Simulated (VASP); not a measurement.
Consider the following.

```
CELL_PARAMETERS angstrom
      0.00000     1.84058     1.84058
      1.84058     0.00000     1.84058
      1.84058     1.84058     0.00000
ATOMIC_POSITIONS crystal
  B  0.00000 0.00000 0.00000
  N  0.25000 0.25000 0.25000
```

Method: r2SCAN+rVV10, VASP's PBE PAW potentials (set 64) (plane waves; VASP 6.6.1). Run with 520 eV cut-off, 12×12×12 Γ-centred mesh, Gaussian smearing of 0.050 eV, potentials B N.

Q: Give the stress tensor in GPa (positive for a compressed cell).

A: 
```
-20.66    0.00    0.00
  0.00  -20.66    0.00
  0.00    0.00  -20.66
```
The pressure is its mean diagonal, -20.66 GPa.

The compound is BN in the zinc blende structure. This cell is one point of a volume scan, at 1.06 of the reference volume.
